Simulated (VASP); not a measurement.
OSZICAR of a VASP run on NaCl (rock salt):

File OSZICAR:
```
       N       E                     dE             d eps       ncg     rms          rms(c)
DAV:   1     0.890838432246E+02    0.89084E+02   -0.75334E+03   773   0.132E+03
DAV:   2    -0.630636259588E+01   -0.95390E+02   -0.89105E+02   820   0.293E+02
DAV:   3    -0.152802584074E+02   -0.89739E+01   -0.89115E+01   932   0.879E+01
DAV:   4    -0.154765809746E+02   -0.19632E+00   -0.19610E+00   894   0.141E+01
DAV:   5    -0.154806447881E+02   -0.40638E-02   -0.40634E-02   991   0.195E+00    0.227E+00
DAV:   6    -0.133046236632E+02    0.21760E+01   -0.88760E-01   821   0.116E+01    0.276E+00
DAV:   7    -0.131214883107E+02    0.18314E+00   -0.23125E-01   791   0.707E+00    0.680E-01
DAV:   8    -0.134668287046E+02   -0.34534E+00   -0.28328E-01   770   0.589E+00    0.865E-01
DAV:   9    -0.133100972387E+02    0.15673E+00   -0.48609E-02   776   0.310E+00    0.647E-01
DAV:  10    -0.133277764474E+02   -0.17679E-01   -0.29822E-02   785   0.221E+00    0.276E-01
DAV:  11    -0.133165621324E+02    0.11214E-01   -0.91071E-03   770   0.128E+00    0.177E-01
DAV:  12    -0.133166946525E+02   -0.13252E-03   -0.88502E-05   986   0.115E-01    0.176E-01
DAV:  13    -0.132980307642E+02    0.18664E-01   -0.28085E-03   770   0.585E-01    0.555E-02
DAV:  14    -0.133207166471E+02   -0.22686E-01   -0.54613E-03   770   0.917E-01    0.870E-02
DAV:  15    -0.133206826276E+02    0.34020E-04   -0.49277E-05   905   0.859E-02    0.597E-02
DAV:  16    -0.133206944081E+02   -0.11780E-04   -0.25391E-06   818   0.223E-02    0.577E-02
DAV:  17    -0.133206799123E+02    0.14496E-04   -0.10757E-05   788   0.335E-02    0.396E-02
DAV:  18    -0.133206785044E+02    0.14080E-05   -0.87798E-06   782   0.304E-02    0.194E-02
DAV:  19    -0.133206729008E+02    0.56036E-05   -0.12997E-06   893   0.917E-03    0.110E-02
DAV:  20    -0.133206702084E+02    0.26923E-05   -0.26552E-07   788   0.662E-03    0.730E-03
DAV:  21    -0.133206662281E+02    0.39803E-05   -0.62033E-07   782   0.741E-03    0.107E-03
DAV:  22    -0.133206666439E+02   -0.41580E-06   -0.77170E-08   731   0.304E-03    0.856E-04
DAV:  23    -0.133206666120E+02    0.31979E-07   -0.60217E-09   403   0.122E-03
   1 F= -.13320667E+02 E0= -.13320667E+02  d E =0.000000E+00
       N       E                     dE             ncg
       N       E                     dE             ncg
```

Problem. Which electronic solver shows in the log?

Solution. It is blocked Davidson (ALGO = Normal, or the opening steps of other solvers). The INCAR had ALGO = Normal.

Problem. Can the final energy be trusted as converged?

Solution. Self-consistency was reached. It stopped with EDIFF = 1E-7, NELM = 100 (r2SCAN+rVV10, plane waves, VASP's PBE PAW potentials (set 64)).

The compound is NaCl in the rock salt structure. It was relaxed first.
